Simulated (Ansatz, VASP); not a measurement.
# Al3B2P: VASP beside Ansatz

INCAR

```
SYSTEM = Al3B2P
PREC = Accurate
ENCUT = 600
EDIFF = 1E-6
ISMEAR = 0
SIGMA = 0.1
LREAL = .FALSE.
LASPH = .TRUE.
NELM = 60
ALGO = Normal
ISIF = 3
LWAVE = .FALSE.
LCHARG = .FALSE.
GGA = PE
IBRION = 2
NSW = 90
EDIFFG = -0.04
```

KPOINTS

```
Automatic mesh
0
G
  4 4 6
  0 0 0
```

File POSCAR:

```
Al3B2P
1.0
    2.7017094700     -4.6846612500      0.0000000000
    2.7017094700      4.6846612500      0.0000000000
   -0.0648729900      0.0000000000      3.0971212000
Al B P
3 2 1
Direct
    0.0000000000      0.5000000000      0.5000000000
    0.5000000000      0.0000000000      0.5000000000
    0.5000000000      0.5000000000      0.5000000000
    0.6670000000      0.3330000000      0.0000000000
    0.3330000000      0.6670000000      0.0000000000
    0.0000000000      0.0000000000      0.0000000000
```

Input for Ansatz:

```yaml
crystal:
  lattice:
    - [2.70170947, -4.68466125, 0.0]
    - [2.70170947, 4.68466125, 0.0]
    - [-0.06487299, 0.0, 3.0971212]
  atoms:
    - { symbol: Al, position: [0.0, 0.5, 0.5] }
    - { symbol: Al, position: [0.5, 0.0, 0.5] }
    - { symbol: Al, position: [0.5, 0.5, 0.5] }
    - { symbol: B, position: [0.667, 0.333, 0.0] }
    - { symbol: B, position: [0.333, 0.667, 0.0] }
    - { symbol: P, position: [0.0, 0.0, 0.0] }
basis:
  ecutwfc: 420
kpoints:
  mp_grid: { grid: [4, 4, 6] }
hamiltonian:
  xc: pbe
scf:
  occupations: { method: gaussian, width: 0.1 }
  lower_state_search: "off"
output:
  forces: true
  stress: true
  eigenvalues: true
relax:
  adjacent_minimum: "off"
  f_tol: 0.04
  max_steps: 70
  cell: { stress_tol: 0.4 }
```

Change from the starting cell: species swapped into the ErB2Ir3 type (C2/m, No. 12).

Alike in both runs: task relaxation of cell and atoms; functional PBE; k mesh 4 × 4 × 6; occupations gaussian, width 0.1 eV; no spin polarisation.

```csv
,VASP,Ansatz
version,VASP 6.6.1,Ansatz 0.2.0
potentials or method,"VASP PAW PBE potentials, release 64 (Al, B, P)","scalar-relativistic, plane waves, PAW"
plane-wave cutoff (eV),600,420
valence electrons in the cell,20,20
```

Ansatz gave:

```
gap on the k mesh at the Fermi level, each at its own relaxed structure (eV) : none
relaxed volume (Å³/atom)                                                     : 14.08
relaxed cell length with the largest relative difference (Å)                 : 2.549
energy change over the relaxation (meV/atom)                                 : -195
```

Q: What did VASP give for the same quantities?

A: gap on the k mesh at the Fermi level, each at its own relaxed structure (eV): none; relaxed volume (Å³/atom): 13.57; relaxed cell length with the largest relative difference (Å): 3.148; energy change over the relaxation (meV/atom): -7.

A gap of «none» marks a metal or a gap that the smearing closes. One of these differences is far larger than is usual between the two programs; its cause wasn't traced.

Caveats: the bands computed are all filled at some k points, so no gap is given.
